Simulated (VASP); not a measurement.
Output of a VASP run:

### OUTCAR
```
 ion  position               nearest neighbor table
   1  0.223  0.118  0.254-  37 1.87  36 1.88  49 1.89  45 1.97   4 3.06   5 3.07   2 3.09  12 3.09
                            24 3.11  14 3.11  16 3.12  13 3.15  10 3.15  32 3.17   9 3.19
   2  0.111  0.222  0.000-  38 1.90  42 1.90  61 1.90  37 1.91   3 3.07   5 3.09   7 3.09  24 3.09
                            26 3.09   1 3.09  14 3.13  25 3.13  10 3.13  33 3.13  17 3.13   6 3.13
   3  0.224  0.115  0.751-  51 1.86  39 1.88  38 1.90  47 1.94   4 3.03   2 3.07  14 3.07   7 3.10
                            10 3.10  12 3.12  26 3.12  15 3.12  18 3.13  34 3.16  11 3.16
   4  0.112  0.220  0.505-  39 1.87  36 1.90  59 1.92  40 1.93   3 3.03  26 3.05   1 3.06   7 3.06
                            12 3.11  35 3.12  24 3.13   5 3.14   8 3.15  27 3.16  19 3.19
   5  0.222  0.444  0.250-  37 1.90  52 1.90  41 1.90  40 1.91   1 3.07  19 3.07   2 3.09  17 3.09
                             6 3.09   8 3.09  16 3.12  28 3.13  24 3.13   9 3.13  20 3.13   4 3.14
   6  0.111  0.556  0.000-  46 1.90  65 1.90  42 1.90  41 1.91   9 3.09  11 3.09  28 3.09  30 3.09
                             5 3.09   7 3.09  10 3.13  17 3.13  29 3.13  21 3.13  25 3.13   2 3.13
   7  0.222  0.444  0.750-  39 1.90  54 1.90  43 1.90  42 1.91   4 3.06   2 3.09  17 3.09   8 3.09
                             6 3.09   3 3.10  30 3.13  26 3.13  11 3.13  22 3.13  19 3.14  18 3.17
   8  0.111  0.556  0.500-  44 1.90  63 1.90  40 1.90  43 1.91   9 3.09  11 3.09  28 3.09  30 3.09
                             5 3.09   7 3.09  27 3.13  12 3.13  23 3.13  19 3.13  31 3.14   4 3.15
   9  0.222  0.778  0.250-  45 1.90  41 1.90  56 1.90  44 1.91  10 3.09  12 3.09   6 3.09   8 3.09
                            21 3.09  23 3.09  13 3.11  32 3.13  28 3.13   5 3.13  20 3.13   1 3.19
  10  0.111  0.889  0.000-  46 1.90  38 1.90  69 1.90  45 1.91   9 3.09  11 3.09  32 3.09  34 3.09
                             3 3.10   6 3.13  21 3.13  33 3.13   2 3.13  29 3.13  14 3.13   1 3.15
  11  0.222  0.778  0.750-  47 1.90  43 1.90  58 1.90  46 1.91  10 3.09  12 3.09   6 3.09   8 3.09
                            21 3.09  23 3.09  15 3.13  34 3.13  30 3.13  22 3.13   7 3.13   3 3.16
  12  0.111  0.889  0.500-  36 1.89  44 1.90  67 1.90  47 1.91   9 3.09  11 3.09  32 3.09  34 3.09
                             1 3.09   4 3.11  31 3.12   3 3.12  23 3.13   8 3.13  35 3.13
  13  0.554  0.108  0.253-  56 1.89  49 1.90  48 1.92  60 1.92  23 3.05  27 3.10  21 3.10   9 3.11
                            20 3.11  14 3.12  25 3.12  24 3.13  28 3.15   1 3.15  16 3.19
  14  0.444  0.222  0.000-  38 1.90  53 1.90  50 1.90  49 1.91  15 3.06   3 3.07  18 3.08  16 3.09
                             1 3.11  13 3.12   2 3.13  21 3.13  10 3.13  17 3.13  25 3.13  29 3.13
  15  0.555  0.112  0.753-  50 1.88  51 1.91  58 1.92  62 1.92  14 3.06  21 3.07  25 3.07  27 3.08
                            18 3.11  23 3.12   3 3.12  11 3.13  30 3.13  22 3.14  26 3.14
  16  0.556  0.449  0.248-  52 1.87  64 1.89  49 1.97  71 1.98  17 3.05  19 3.07  29 3.07  20 3.09
                            14 3.09  32 3.10   5 3.12   1 3.12  31 3.13  28 3.14  13 3.19
  17  0.444  0.556  0.000-  42 1.90  57 1.90  53 1.90  52 1.91  16 3.05   7 3.09   5 3.09  20 3.09
                            22 3.09  18 3.09  21 3.13   6 3.13   2 3.13  33 3.13  29 3.13  14 3.13
  18  0.561  0.446  0.752-  66 1.87  53 1.90  54 1.93  51 1.94  31 3.05  29 3.05  14 3.08  30 3.09
                            17 3.09  34 3.10  15 3.11   3 3.13  22 3.14  19 3.16   7 3.17
  19  0.448  0.562  0.496-  55 1.84  71 1.90  40 1.92  54 1.96  20 3.02  16 3.07   5 3.07  35 3.08
                            23 3.09  22 3.09  31 3.12   8 3.13   7 3.14  18 3.16   4 3.19
  20  0.556  0.778  0.250-  68 1.90  52 1.90  56 1.90  55 1.91  19 3.02  33 3.09  35 3.09  17 3.09
                            21 3.09  23 3.09  16 3.09  13 3.11  32 3.13  24 3.13   9 3.13   5 3.13
  21  0.444  0.889  0.000-  46 1.90  50 1.90  57 1.90  56 1.91  15 3.07  11 3.09   9 3.09  20 3.09
                            22 3.09  13 3.10  10 3.13  17 3.13  14 3.13   6 3.13  25 3.13  33 3.13
  22  0.556  0.778  0.750-  70 1.90  54 1.90  58 1.90  57 1.91  33 3.09  35 3.09  17 3.09  21 3.09
                            23 3.09  19 3.09  34 3.13  26 3.13  11 3.13   7 3.13  18 3.14  15 3.14
  23  0.444  0.889  0.500-  44 1.90  55 1.90  58 1.91  48 1.93  13 3.05  19 3.09   9 3.09  11 3.09
                            20 3.09  22 3.09  15 3.12  12 3.13   8 3.13  35 3.13  27 3.13
  24  0.889  0.111  0.250-  60 1.90  37 1.90  68 1.90  59 1.91  25 3.09  33 3.09  35 3.09   2 3.09
                             1 3.11  28 3.13  32 3.13  20 3.13   5 3.13   4 3.13  13 3.13  27 3.14
  25  0.778  0.222  0.000-  61 1.90  50 1.90  65 1.90  60 1.91  15 3.07  24 3.09  26 3.09  28 3.09
                            30 3.09  13 3.12   2 3.13  33 3.13  21 3.13   6 3.13  14 3.13  29 3.13
  26  0.889  0.111  0.750-  62 1.90  39 1.90  70 1.90  61 1.91   4 3.05  27 3.07  25 3.09  33 3.09
                            35 3.09   2 3.09   3 3.12  30 3.13  34 3.13   7 3.13  22 3.13  15 3.14
  27  0.777  0.224  0.504-  62 1.87  48 1.88  63 1.90  59 1.94  30 3.04  26 3.07  15 3.08  13 3.10
                            28 3.12   8 3.13  31 3.13  23 3.13  24 3.14  35 3.15   4 3.16
  28  0.889  0.444  0.250-  60 1.90  41 1.90  64 1.90  63 1.91  25 3.09   8 3.09   6 3.09  29 3.09
                            27 3.12  24 3.13   5 3.13   9 3.13  32 3.13  31 3.13  16 3.14  13 3.15
  29  0.778  0.556  0.000-  69 1.90  53 1.90  65 1.90  64 1.91  18 3.05  16 3.07  32 3.09  34 3.09
                            28 3.09  30 3.09  33 3.13   6 3.13  10 3.13  25 3.13  17 3.13  14 3.13
  30  0.889  0.444  0.750-  62 1.90  43 1.90  66 1.90  65 1.91  27 3.04  31 3.07  25 3.09   8 3.09
                             6 3.09  29 3.09  18 3.09  26 3.13   7 3.13  11 3.13  34 3.13  15 3.13
  31  0.778  0.558  0.504-  71 1.87  66 1.88  67 1.89  63 1.93  34 3.05  18 3.05  30 3.07  35 3.10
                            32 3.11  19 3.12  12 3.12  28 3.13  27 3.13  16 3.13   8 3.14
  32  0.889  0.778  0.250-  68 1.90  64 1.90  45 1.90  67 1.91  33 3.09  35 3.09  29 3.09  12 3.09
                            10 3.09  16 3.10  31 3.11  20 3.13   9 3.13  24 3.13  28 3.13   1 3.17
  33  0.778  0.889  0.000-  69 1.90  57 1.90  61 1.90  68 1.91  32 3.09  34 3.09  20 3.09  22 3.09
                            24 3.09  26 3.09  29 3.13  10 3.13  25 3.13   2 3.13  17 3.13  21 3.13
  34  0.889  0.778  0.750-  70 1.90  66 1.90  47 1.90  69 1.91  31 3.05  33 3.09  35 3.09  29 3.09
                            10 3.09  12 3.09  18 3.10  22 3.13  11 3.13  26 3.13  30 3.13   3 3.16
  35  0.778  0.889  0.500-  67 1.90  55 1.90  59 1.90  70 1.91  19 3.08  32 3.09  34 3.09  20 3.09
                            22 3.09  24 3.09  26 3.09  31 3.10   4 3.12  12 3.13  23 3.13  27 3.15
  36  0.222  0.110  0.441-   1 1.88  12 1.89   4 1.90
  37  0.111  0.222  0.191-   1 1.87   5 1.90  24 1.90   2 1.91
  38  0.222  0.111  0.941-   2 1.90  14 1.90  10 1.90   3 1.90
  39  0.111  0.222  0.691-   4 1.87   3 1.88   7 1.90  26 1.90
  40  0.222  0.444  0.441-   8 1.90   5 1.91  19 1.92   4 1.93
  41  0.111  0.556  0.191-   9 1.90  28 1.90   5 1.90   6 1.91
  42  0.222  0.444  0.941-   2 1.90  17 1.90   6 1.90   7 1.91
  43  0.111  0.556  0.691-  11 1.90  30 1.90   7 1.90   8 1.91
  44  0.222  0.778  0.441-  12 1.90   8 1.90  23 1.90   9 1.91
...
```

File OSZICAR:
```
...
DAV:   1    -0.515306556915E+03   -0.13743E-05   -0.47949E-03   864   0.155E-01    0.211E-02
RMM:   2    -0.515306559472E+03   -0.25572E-05   -0.83674E-05   598   0.185E-02    0.191E-02
RMM:   3    -0.515306562342E+03   -0.28700E-05   -0.13680E-05   443   0.711E-03    0.131E-02
RMM:   4    -0.515306561943E+03    0.39938E-06   -0.71984E-06   397   0.415E-03
  19 F= -.51530656E+03 E0= -.51530640E+03  d E =-.143848E-02  mag=     1.0000
       N       E                     dE             d eps       ncg     rms          rms(c)
DAV:   1    -0.515306906593E+03   -0.34425E-03   -0.53977E-01   724   0.161E+00    0.107E-01
RMM:   2    -0.515307478604E+03   -0.57201E-03   -0.77995E-03   720   0.173E-01    0.726E-02
RMM:   3    -0.515307535833E+03   -0.57228E-04   -0.12270E-03   729   0.622E-02    0.491E-02
RMM:   4    -0.515307501016E+03    0.34817E-04   -0.25465E-04   713   0.298E-02    0.606E-02
RMM:   5    -0.515307477249E+03    0.23766E-04   -0.79472E-05   582   0.160E-02    0.249E-02
RMM:   6    -0.515307472900E+03    0.43497E-05   -0.45898E-05   540   0.121E-02
  20 F= -.51530747E+03 E0= -.51530732E+03  d E =-.910957E-03  mag=     1.0000
       N       E                     dE             d eps       ncg     rms          rms(c)
DAV:   1    -0.515307464281E+03    0.12969E-04   -0.26646E-02   784   0.357E-01    0.273E-02
RMM:   2    -0.515307491735E+03   -0.27455E-04   -0.38989E-04   720   0.392E-02    0.184E-02
RMM:   3    -0.515307496825E+03   -0.50899E-05   -0.64398E-05   513   0.144E-02    0.145E-02
RMM:   4    -0.515307496167E+03    0.65810E-06   -0.16766E-05   453   0.719E-03
  21 F= -.51530750E+03 E0= -.51530734E+03  d E =-.934224E-03  mag=     1.0000
       N       E                     dE             d eps       ncg     rms          rms(c)
DAV:   1    -0.515307637084E+03   -0.14026E-03   -0.35790E-01   720   0.133E+00    0.876E-02
RMM:   2    -0.515308002016E+03   -0.36493E-03   -0.52780E-03   720   0.146E-01    0.511E-02
RMM:   3    -0.515308007408E+03   -0.53916E-05   -0.80181E-04   726   0.524E-02    0.357E-02
RMM:   4    -0.515307983434E+03    0.23974E-04   -0.18078E-04   698   0.258E-02    0.284E-02
RMM:   5    -0.515307983083E+03    0.35069E-06   -0.64322E-05   549   0.135E-02
  22 F= -.51530798E+03 E0= -.51530785E+03  d E =-.486916E-03  mag=     1.0000
       N       E                     dE             d eps       ncg     rms          rms(c)
DAV:   1    -0.515307980681E+03    0.27528E-05   -0.21589E-05   552   0.119E-02    0.148E-02
RMM:   2    -0.515307981454E+03   -0.77319E-06   -0.31805E-05   485   0.932E-03    0.189E-02
RMM:   3    -0.515307980766E+03    0.68780E-06   -0.43463E-06   362   0.417E-03    0.725E-03
RMM:   4    -0.515307980738E+03    0.28453E-07   -0.16988E-06   245   0.225E-03
  23 F= -.51530798E+03 E0= -.51530784E+03  d E =-.484571E-03  mag=     1.0000
       N       E                     dE             d eps       ncg     rms          rms(c)
DAV:   1    -0.515308008112E+03   -0.27345E-04   -0.23177E-01   720   0.109E+00    0.839E-02
RMM:   2    -0.515308250348E+03   -0.24224E-03   -0.37274E-03   720   0.124E-01    0.597E-02
RMM:   3    -0.515308277161E+03   -0.26813E-04   -0.54853E-04   727   0.441E-02    0.382E-02
RMM:   4    -0.515308267568E+03    0.95935E-05   -0.15009E-04   680   0.225E-02    0.592E-02
RMM:   5    -0.515308243984E+03    0.23583E-04   -0.44887E-05   520   0.122E-02    0.144E-02
RMM:   6    -0.515308242192E+03    0.17920E-05   -0.22916E-05   463   0.861E-03
  24 F= -.51530824E+03 E0= -.51530813E+03  d E =-.261454E-03  mag=     1.0000
```

**OUTCAR**
```
------------------------ aborting loop because EDIFF is reached ----------------------------------------
  FORCE on cell =-STRESS in cart. coord.  units (eV):
  Direction    XX          YY          ZZ          XY          YZ          ZX
  --------------------------------------------------------------------------------------
  Total        3.0164642     -0.0292591     -8.4539789      2.7864494     -0.2133217     -0.3785496
  in kB        6.3217065     -0.0613192    -17.7172910      5.8396567     -0.4470655     -0.7933393
  external PRESSURE =      -3.8189679 kB  Pullay stress =       0.0000000 kB
  volume of cell :      764.49
      direct lattice vectors                 reciprocal lattice vectors
     4.693267657 -8.128978018  0.000000000     0.106535582 -0.061508347  0.000000000
     4.693267657  8.128978018  0.000000000     0.106535582  0.061508347  0.000000000
     0.000000000  0.000000000 10.019202616     0.000000000  0.000000000  0.099808342
  FREE ENERGIE OF THE ION-ELECTRON SYSTEM (eV)
  ---------------------------------------------------
  free  energy   TOTEN  =      -515.3082421923 eV

  energy  without entropy=     -515.3080171647  energy(sigma->0) =     -515.30812968

 total charge

# of ion       s       p       d       tot
------------------------------------------
    1        0.362   0.436   0.000   0.797
    2        0.364   0.442   0.000   0.806
    3        0.363   0.443   0.000   0.806
    4        0.368   0.445   0.000   0.812
    5        0.363   0.438   0.000   0.801
    6        0.362   0.434   0.000   0.797
    7        0.362   0.433   0.000   0.795
    8        0.363   0.432   0.000   0.795
    9        0.363   0.437   0.000   0.799
   10        0.364   0.442   0.000   0.806
   11        0.362   0.436   0.000   0.798
   12        0.366   0.443   0.000   0.809
   13        0.362   0.436   0.000   0.797
   14        0.350   0.415   0.000   0.765
   15        0.363   0.443   0.000   0.805
   16        0.357   0.425   0.000   0.782
   17        0.364   0.441   0.000   0.805
   18        0.365   0.448   0.000   0.813
   19        0.360   0.431   0.000   0.791
   20        0.362   0.434   0.000   0.796
   21        0.364   0.442   0.000   0.806
   22        0.362   0.434   0.000   0.796
   23        0.366   0.443   0.000   0.809
   24        0.362   0.433   0.000   0.795
   25        0.364   0.442   0.000   0.806
   26        0.363   0.437   0.000   0.800
   27        0.368   0.445   0.000   0.812
   28        0.363   0.438   0.000   0.801
   29        0.364   0.441   0.000   0.805
   30        0.362   0.433   0.000   0.795
   31        0.360   0.431   0.000   0.791
   32        0.362   0.434   0.000   0.796
   33        0.362   0.433   0.000   0.795
   34        0.362   0.434   0.000   0.796
   35        0.362   0.433   0.000   0.794
   36        1.255   2.498   0.000   3.753
   37        1.229   2.598   0.000   3.827
   38        1.232   2.601   0.000   3.833
   39        1.229   2.596   0.000   3.824
   40        1.229   2.591   0.000   3.820
   41        1.229   2.594   0.000   3.823
   42        1.228   2.591   0.000   3.819
   43        1.228   2.591   0.000   3.819
   44        1.229   2.594   0.000   3.823
   45        1.229   2.598   0.000   3.827
   46        1.229   2.595   0.000   3.823
   47        1.229   2.593   0.000   3.822
   48        1.255   2.497   0.000   3.752
...
```
(Selected blocks of OUTCAR.)

File POSCAR:
```
Al35N35O
1
    4.6932676572    -8.1289780179     0.0000000000
    4.6932676572     8.1289780179     0.0000000000
    0.0000000000     0.0000000000    10.0192026156
Al N O
35 35 1
Direct
  0.2233250000   0.1180130000   0.2537070000
  0.1111110000   0.2222220000   0.0000000000
  0.2237040000   0.1152220000   0.7512020000
  0.1116240000   0.2201250000   0.5047580000
  0.2222220000   0.4444440000   0.2500000000
  0.1111110000   0.5555560000   0.0000000000
  0.2222220000   0.4444440000   0.7500000000
  0.1111110000   0.5555560000   0.5000000000
  0.2222220000   0.7777780000   0.2500000000
  0.1111110000   0.8888890000   0.0000000000
  0.2222220000   0.7777780000   0.7500000000
  0.1111110000   0.8888890000   0.5000000000
  0.5540720000   0.1084440000   0.2532410000
  0.4444440000   0.2222220000   0.0000000000
  0.5548210000   0.1117090000   0.7532020000
  0.5564810000   0.4491650000   0.2479780000
  0.4444440000   0.5555560000   0.0000000000
  0.5605410000   0.4461640000   0.7515750000
  0.4481260000   0.5621030000   0.4959400000
  0.5555560000   0.7777780000   0.2500000000
  0.4444440000   0.8888890000   0.0000000000
  0.5555560000   0.7777780000   0.7500000000
  0.4444440000   0.8888890000   0.5000000000
  0.8888890000   0.1111110000   0.2500000000
  0.7777780000   0.2222220000   0.0000000000
  0.8888890000   0.1111110000   0.7500000000
  0.7766330000   0.2240490000   0.5043290000
  0.8888890000   0.4444440000   0.2500000000
  0.7777780000   0.5555560000   0.0000000000
  0.8888890000   0.4444440000   0.7500000000
  0.7779360000   0.5582310000   0.5036490000
  0.8888890000   0.7777780000   0.2500000000
  0.7777780000   0.8888890000   0.0000000000
  0.8888890000   0.7777780000   0.7500000000
  0.7777780000   0.8888890000   0.5000000000
  0.2220810000   0.1097610000   0.4412280000
  0.1111110000   0.2222220000   0.1910000000
  0.2222220000   0.1111110000   0.9410000000
  0.1111110000   0.2222220000   0.6910000000
  0.2222220000   0.4444440000   0.4410000000
  0.1111110000   0.5555560000   0.1910000000
  0.2222220000   0.4444440000   0.9410000000
  0.1111110000   0.5555560000   0.6910000000
  0.2222220000   0.7777780000   0.4410000000
  0.1111110000   0.8888890000   0.1910000000
  0.2222220000   0.7777780000   0.9410000000
  0.1111110000   0.8888890000   0.6910000000
  0.5577280000   0.1160140000   0.4446770000
  0.4425120000   0.2177970000   0.1907570000
  0.5555560000   0.1111110000   0.9410000000
  0.4402600000   0.2195200000   0.6916250000
  0.4444440000   0.5555560000   0.1910000000
  0.5555560000   0.4444440000   0.9410000000
  0.4444440000   0.5555560000   0.6910000000
  0.5555560000   0.7777780000   0.4410000000
  0.4444440000   0.8888890000   0.1910000000
  0.5555560000   0.7777780000   0.9410000000
  0.4444440000   0.8888890000   0.6910000000
  0.8888890000   0.1111110000   0.4410000000
  0.7777780000   0.2222220000   0.1910000000
  0.8888890000   0.1111110000   0.9410000000
  0.7777780000   0.2222220000   0.6910000000
  0.8888890000   0.4444440000   0.4410000000
  0.7777780000   0.5555560000   0.1910000000
  0.8888890000   0.4444440000   0.9410000000
  0.7777780000   0.5555560000   0.6910000000
  0.8888890000   0.7777780000   0.4410000000
  0.7777780000   0.8888890000   0.1910000000
  0.8888890000   0.7777780000   0.9410000000
  0.7777780000   0.8888890000   0.6910000000
  0.5586360000   0.4475500000   0.4459910000
```

Question: Reconstruct the remaining input files.

Answer: One answer among several that fit: the input of the run itself, PBE GGA, plane waves, VASP's PBE PAW potentials (set 64).

File KPOINTS:
```
Automatic mesh
0
Gamma
1 1 1
0 0 0
```

INCAR:
```
SYSTEM = Al35N35O
PREC = Normal
ENCUT = 400
EDIFF = 1E-5
NELM = 100
ALGO = Fast
LREAL = Auto
LASPH = .TRUE.
ISMEAR = 0
SIGMA = 0.05
GGA = PE
LWAVE = .TRUE.
LCHARG = .FALSE.
NELMIN = 4
ISYM = 0
NELECT = 287.0
ISPIN = 2
NUPDOWN = 1
MAGMOM = 71*0.0141
LORBIT = 10
IBRION = 2
ISIF = 2
NSW = 70
EDIFFG = -0.03
```

POTCAR, in this order: Al N O (PBE.64 set). Program: vasp_gam.

At this cut-off the stress carries a Pulay error, which pulls relaxed volumes low. The cell is charged, with a uniform compensating background. The supercell is sampled at Γ alone, which is coarse: total energies, pressure and levels can be off, energies of defects by several tenths of an eV.

The cell is a supercell with a defect, built from AlN (wurtzite): O_N-vac_Al, charge -1.
